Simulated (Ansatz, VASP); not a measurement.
## HgPd in VASP and in Ansatz

The input INCAR:

```
SYSTEM = HgPd
PREC = Accurate ; ENCUT = 520
EDIFF = 1E-7 ; ISMEAR = 0
SIGMA = 0.15 ; LREAL = .FALSE.
LASPH = .TRUE. ; NELM = 100
ALGO = Normal ; ISIF = 2
LWAVE = .FALSE. ; LCHARG = .FALSE.
GGA = CA ; NBANDS = 18
```

The input KPOINTS:

```
Automatic mesh
0
G
  16 16 14
  0 0 0
```

Contents of POSCAR:

```
HgPd
1.0
    3.0299525574      0.0000000000      0.0000000000
    0.0000000000      2.9390539807      0.0000000000
    0.0000000000      0.0000000000      3.6920000000
Hg Pd
1 1
Direct
    0.0000000000      0.0000000000      0.0000000000
    0.5000000000      0.5000000000      0.5000000000
```

Input for Ansatz:

```yaml
crystal:
  lattice:
    - [3.0299525574, 0.0, 0.0]
    - [0.0, 2.9390539807, 0.0]
    - [0.0, 0.0, 3.692]
  atoms:
    - { symbol: Hg, position: [0.0, 0.0, 0.0] }
    - { symbol: Pd, position: [0.5, 0.5, 0.5] }
basis:
  ecutwfc: 420
kpoints:
  mp_grid: { grid: [16, 16, 14] }
hamiltonian:
  xc: lda
scf:
  occupations: { method: gaussian, width: 0.15 }
output:
  forces: true
  stress: true
  eigenvalues: true
```

Change from the starting cell: strain -0.0300 x Voigt [0, 1, 0, 0, 0, 0], atoms carried along.

Alike in both runs: task single point; functional LDA; k mesh 16 × 16 × 14; occupations gaussian, width 0.15 eV; no spin polarisation.

|  | VASP | Ansatz |
| --- | --- | --- |
| version | VASP 6.6.1 | Ansatz 0.2.0 |
| potentials or method | VASP PAW LDA potentials, release 64 (Hg, Pd) | scalar-relativistic, plane waves, PAW |
| plane-wave cutoff (eV) | 520 | 420 |
| valence electrons in the cell | 22 | 38 |

```tsv
	VASP	Ansatz	Ansatz less VASP
gap on the k mesh at the Fermi level (eV)	none	none	-
pressure (GPa)	1.9	0.1	-1.80
largest component of the traceless stress (GPa)	1.51	1.48	-0.026
```

A gap of «none» marks a metal or a gap that the smearing closes. The two sets of potentials don't hold the same shells in valence.

Spin-orbit coupling is left out, which matters for the levels of Hg.
